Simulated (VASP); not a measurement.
# KMg6Al (Amm2) in VASP: reference runs

Aim: a first look at KMg6Al with PBE, on the cell as given and on a disturbed one.

Program: VASP 6.6.1. These are calculated values, not measurements. Logs are shortened: lines on timing, memory, paths and dates and some standing lists are left out, and cuts for length are marked.

## Step 1: The structure

Symmetry: Amm2, No. 38, orthorhombic system. The conventional cell has a = 5.191 Å, b = 6.797 Å, c = 11.525 Å, α = 90.00°, β = 90.00°, γ = 90.00°. K (site symmetry mm2) has 10 Mg at 3.32 to 3.35 Å and 2 Al at 3.40 Å as nearest neighbours. Al (site symmetry mm2) is surrounded by 10 Mg at 3.14 to 3.47 Å and 2 K at 3.40 Å. Mg (site symmetry mm2) has 10 Mg at 3.15 to 3.54 Å and 2 K at 3.33 Å as nearest neighbours. Around Mg (site symmetry mm2) lie 10 Mg at 3.24 to 3.46 Å and 2 Al at 3.27 Å. Mg (site symmetry m) has 7 Mg at 3.09 to 3.54 Å and 2 Al at 3.14 Å and 2 K at 3.32 Å as nearest neighbours. Around Mg (site symmetry m) lie 8 Mg at 3.19 to 3.50 Å and 2 Al at 3.22 to 3.47 Å and 2 K at 3.34 to 3.35 Å.

The cell comes from a database or a generator and needn't be the stable form of this composition.

## Step 2: Single point, PBE

Input file INCAR:

```
PREC = Accurate ; ENCUT = 520
EDIFF = 1E-7 ; ISMEAR = -1
SIGMA = 0.05 ; LREAL = False
LASPH = True ; NELM = 100
ALGO = Normal ; ISIF = 2
LWAVE = False ; LCHARG = False
GGA = PE ; NBANDS = 22
```

Input file KPOINTS:

```
regular mesh
0
Gamma
  5 5 5
```

Input file POSCAR:

```
KMg6Al
1.0
    5.1911060000      0.0000000000      0.0000000000
    0.0000000000      3.3984470000      5.7625640000
    0.0000000000     -3.3984470000      5.7625640000
K Al Mg
1 1 6
Direct
    0.5000000000      0.3356700000      0.3356700000
    0.5000000000      0.8423110000      0.8423110000
    0.0000000000      0.1546380000      0.1546380000
    0.0000000000      0.6694490000      0.6694490000
    0.0000000000      0.6894530000      0.1435430000
    0.0000000000      0.1435430000      0.6894530000
    0.5000000000      0.8396060000      0.3253340000
    0.5000000000      0.3253340000      0.8396060000
```

Potentials or basis: VASP PAW PBE potentials, release 64 (K_sv, Al, Mg).

Command:

```sh
$ cat potpaw_PBE.64/K_sv/POTCAR potpaw_PBE.64/Al/POTCAR potpaw_PBE.64/Mg/POTCAR > POTCAR
$ mpirun -np 1 vasp_std > vasp.out
```

OUTCAR:

```text
PREC = Accurate
   ENCUT = 520
   EDIFF = 1E-7
   ISMEAR = -1
   LREAL = False
   LASPH = True
   NELM = 100
   ISIF = 2
   GGA = PE

 ion  position               nearest neighbor table
   1  0.500  0.336  0.336-   5 3.32   6 3.32   5 3.32   6 3.32   3 3.33   3 3.33   7 3.34   8 3.34
                             8 3.35   7 3.35   2 3.40   2 3.40
   2  0.500  0.842  0.842-   5 3.14   6 3.14   5 3.14   6 3.14   7 3.22   8 3.22   4 3.27   4 3.27
                             1 3.40   1 3.40   8 3.47   7 3.47
   3  0.000  0.155  0.155-   5 3.15   6 3.15   7 3.19   8 3.19   7 3.19   8 3.19   1 3.33   1 3.33
                             4 3.40   4 3.40   5 3.54   6 3.54
   4  0.000  0.669  0.669-   5 3.24   6 3.24   2 3.27   2 3.27   8 3.29   7 3.29   7 3.29   8 3.29
                             3 3.40   3 3.40   6 3.46   5 3.46
   5  0.000  0.689  0.144-   6 3.09   2 3.14   2 3.14   3 3.15   7 3.23   7 3.23   4 3.24   1 3.32
                             1 3.32   4 3.46   3 3.54
   6  0.000  0.144  0.689-   5 3.09   2 3.14   2 3.14   3 3.15   8 3.23   8 3.23   4 3.24   1 3.32
                             1 3.32   4 3.46   3 3.54
   7  0.500  0.840  0.325-   3 3.19   3 3.19   2 3.22   5 3.23   5 3.23   4 3.29   4 3.29   8 3.30
                             1 3.34   1 3.35   2 3.47   8 3.50
   8  0.500  0.325  0.840-   3 3.19   3 3.19   2 3.22   6 3.23   6 3.23   4 3.29   4 3.29   7 3.30
                             1 3.34   1 3.35   2 3.47   7 3.50

  LATTYP: Found a base centered orthorhombic cell.
 ALAT       =     6.7968940000
 B/A-ratio  =     1.6956462761
 C/A-ratio  =     0.7637467938

  Lattice vectors:

 A1 = (   0.0000000000,   3.3984470000,  -5.7625640000)
 A2 = (   0.0000000000,   3.3984470000,   5.7625640000)
 A3 = (   5.1911060000,   0.0000000000,   0.0000000000)

Analysis of symmetry for initial positions (statically):
=====================================================================
 Subroutine PRICEL returns:
 Original cell was already a primitive cell.

 Routine SETGRP: Setting up the symmetry group for a
 base centered orthorhombic supercell.

 Subroutine GETGRP returns: Found  4 space group operations
 (whereof  4 operations were pure point group operations)
 out of a pool of  8 trial point group operations.

The static configuration has the point symmetry C_2v.

Analysis of symmetry for dynamics (positions and initial velocities):
=====================================================================
 Subroutine PRICEL returns:
 Original cell was already a primitive cell.

 Routine SETGRP: Setting up the symmetry group for a
 base centered orthorhombic supercell.
[... 125 lines left out ...]
   POTIM  = 0.5000    time-step for ionic-motion
   TEBEG  =    0.0;   TEEND  =   0.0 temperature during run
   PSTRESS=    0.0 pullay stress
   NELECT =      24.0000    total number of electrons
   NUPDOWN=      -1.0000    fix difference up-down
   EMIN   =  10.00;   EMAX   =-10.00  energy-range for DOS
   EFERMI =   0.00;   METHOD = LEGACY
   ISMEAR =    -1;   SIGMA  =   0.05  broadening in eV -4-tet -1-fermi 0-gaus
   EFERMI_NEDOS =   21; number of points for ismear=-14 and -15
   IALGO  =     38    algorithm
   IMIX   =      4    mixing-type and parameters
     AMIX     =   0.40;   BMIX     =  1.00
     AMIX_MAG =   1.60;   BMIX_MAG =  1.00
  volume/ion in A,a.u.               =      25.42       171.51
  Fermi-wavevector in a.u.,A,eV,Ry     =   0.803063  1.517570  8.774546  0.644911
  Thomas-Fermi vector in A             =   1.910860
   LORBIT       =      0    0 simple, 1 ext, 2 COOP (PROOUT), +10 PAW based schemes
   GGA     = PE    functional components
   LHFCALC =     F    Hartree Fock is set to
   AEXX    =    0.0000 exact exchange contribution
   IVDW    =     0    specifies the selected vdW correction
   LEPSILON=     F    determine dielectric tensor
   LRPA    =     F    only Hartree local field effects (RPA)
 non-spin polarized calculation
  energy-cutoff  :      520.00
  volume of cell :      203.32
 maximum number of plane-waves:      5505
 NGX is ok and might be reduce to    40
   NGX = 19   NGY = 25   NGZ = 25

 number of electron      24.0000001 magnetization

 Free energy of the ion-electron system (eV)
  ---------------------------------------------------
  ext. energy  EPLUGINS =         0.00000000
  ---------------------------------------------------
  free energy    TOTEN  =       -12.32876735 eV

  energy without entropy =      -12.28821220  energy(sigma->0) =      -12.30848978

 E-fermi :   2.4725     XC(G=0):  -8.3321

 val. band max:        2.4688404618   @ k =   0.4000   0.2000   0.2000
 cond. band min:       2.4788100175   @ k =   0.4000   0.0000   0.0000
 fundamental gap:      0.0099695557
 Fermi energy:         2.4724980667

 k-point     1 :       0.0000    0.0000    0.0000
  band No.  band energies     occupation
      1     -28.2369      2.00000
      2     -11.8768      2.00000
      3     -11.8501      2.00000
      4     -11.8171      2.00000
      5      -4.2834      2.00000
      6      -0.9557      2.00000
[... 589 lines left out ...]
     21       6.0309      0.00000
     22       6.6304      0.00000

 [... further k-points ...]

------------------------ aborting loop because EDIFF is reached ----------------------------------------

  FORCE on cell =-STRESS in cart. coord.  units (eV):
  Direction    XX          YY          ZZ          XY          YZ          ZX
  --------------------------------------------------------------------------------------
  -------------------------------------------------------------------------------------
  Total        0.4849872     -0.1264430     -0.6955234      0.0000000      0.0000000      0.0000000
  in kB        3.8216836     -0.9963667     -5.4807016      0.0000000      0.0000000      0.0000000
  external PRESSURE =      -0.8851282 kB  Pullay stress =       0.0000000 kB

 VOLUME and BASIS-vectors are now :
 -----------------------------------------------------------------------------
  energy-cutoff  :      520.00
  volume of cell :      203.32
      direct lattice vectors                 reciprocal lattice vectors
     5.191106000  0.000000000  0.000000000     0.192637176  0.000000000  0.000000000
     0.000000000  3.398447000  5.762564000     0.000000000  0.147126026  0.086766932
     0.000000000 -3.398447000  5.762564000     0.000000000 -0.147126026  0.086766932

 POSITION                                       TOTAL-FORCE (eV/Angst)
 -----------------------------------------------------------------------------------
      2.59555      0.00000      3.86864         0.000000     -0.000000      0.030712
      2.59555      0.00000      9.70774         0.000000     -0.000000      0.046490
      0.00000      0.00000      1.78222         0.000000     -0.000000     -0.016607
      0.00000      0.00000      7.71549         0.000000     -0.000000     -0.046215
      0.00000      1.85525      4.80019         0.000000      0.019032     -0.030866
      0.00000     -1.85525      4.80019         0.000000     -0.019032     -0.030866
      2.59555      1.74773      6.71304         0.000000     -0.009988      0.023677
      2.59555     -1.74773      6.71304         0.000000      0.009988      0.023677
 -----------------------------------------------------------------------------------
    total drift:                                0.000000      0.000000     -0.000113

  FREE ENERGIE OF THE ION-ELECTRON SYSTEM (eV)
  ---------------------------------------------------
  free  energy   TOTEN  =       -12.3287673541 eV

  energy  without entropy=      -12.2882122037  energy(sigma->0) =      -12.30848978
```

stdout:

```text
POSCAR found type information on POSCAR K AlMg
 POSCAR found :  3 types and       8 ions
 scaLAPACK will be used
 LDA part: xc-table for (Slater+PW92), standard interpolation
 POSCAR, INCAR and KPOINTS ok, starting setup
 FFT: planning ... GRIDC
 FFT: planning ... GRID_SOFT
 FFT: planning ... GRID
 WAVECAR not read
 entering main loop
```

Run time: 2.1 min. Hardware: 1 thread of Intel Xeon Platinum 8488C (Sapphire Rapids), shared host; peak memory 0.37 GiB.

What came out:

```
Free energy            : -12.3288 eV
Pressure               : -0.1 GPa
Largest force          : 0.046 eV/Å
Band gap on the k mesh : none (metal or under the smearing width)
```

Forces on the atoms (eV/Å):
```
K    0.000  0.000  0.031
Al   0.000  0.000  0.046
Mg   0.000  0.000 -0.017
Mg   0.000  0.000 -0.046
Mg   0.000  0.019 -0.031
Mg   0.000 -0.019 -0.031
Mg   0.000 -0.010  0.024
Mg   0.000  0.010  0.024
```

Stress tensor (GPa, compression positive):
```
 0.38  0.00  0.00
 0.00 -0.10  0.00
 0.00  0.00 -0.55
```

[end of part 1 of 2]
